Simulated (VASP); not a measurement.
The system is LiMg6V.

```
V Mg Li
1.0
     5.03224    0.00000    0.00000
     0.00000    3.17437    5.36703
     0.00000   -3.17437    5.36703
V Mg Li
1 6 1
Direct
  0.00000 0.83357 0.83357
  0.50000 0.16830 0.16830
  0.50000 0.67261 0.67261
  0.50000 0.66895 0.15617
  0.50000 0.15617 0.66895
  0.00000 0.83172 0.33454
  0.00000 0.33454 0.83172
  0.00000 0.33415 0.33415
```

The cell comes from a database or a generator and needn't be the stable form of this composition.

| Quantity | Value |
| --- | --- |
| Program | VASP 6.6.1 |
| Task | single point |
| Functional | PBE |
| Potentials or basis | VASP PAW PBE potentials, release 64 (V_sv, Mg, Li_sv) |
| Cutoff | 520 eV |
| k mesh | 5 × 5 × 5 |
| Occupations | fermi-dirac, width 0.05 eV |
| Spin | collinear spin, ferromagnetic start |
| Starting moments | [2.0, 0.0, 0.0, 0.0, 0.0, 0.0, 0.0, 0.0] μB |

On this cell: largest force 0.047 eV/Å; net moment 3.37 μB per cell; site moments V +2.72; Mg -0.00, +0.00, -0.01; Li -0.00 μB; band gap on the k mesh none (metal or under the smearing width).

The same run follows on a disturbed copy (atoms moved at random, drawn with an rms of 0.05 Å):

```xyz
8
Lattice="5.0322 0.0000 0.0000 0.0000 3.1744 5.3670 0.0000 -3.1744 5.3670" Properties=species:S:1:pos:R:3 pbc="T T T"
V     0.0042    0.0291    8.9482
Mg    2.5911   -0.0578    1.8292
Mg    2.4947    0.0641    7.2224
Mg    2.5312    1.6270    4.4588
Mg    2.5530   -1.6186    4.3960
Mg    0.0158    1.5770    6.2804
Mg   -0.0008   -1.5887    6.2986
Li   -0.0135    0.0375    3.5808
```

Task: What does the disturbed cell give?

Result: The energy (extrapolated to zero smearing) moves by +5.4 meV/atom; largest force 0.361 eV/Å; net moment 3.37 μB per cell; site moments V +2.72; Mg -0.00, +0.00, -0.01; Li -0.00 μB; band gap on the k mesh none (metal or under the smearing width).

Forces on the atoms (eV/Å):
```
V    0.006 -0.033  0.096
Mg  -0.199  0.291 -0.081
Mg   0.085 -0.340 -0.042
Mg  -0.032  0.054 -0.177
Mg  -0.106  0.000  0.261
Mg   0.028 -0.009 -0.073
Mg   0.102  0.083 -0.084
Li   0.115 -0.045  0.101
```
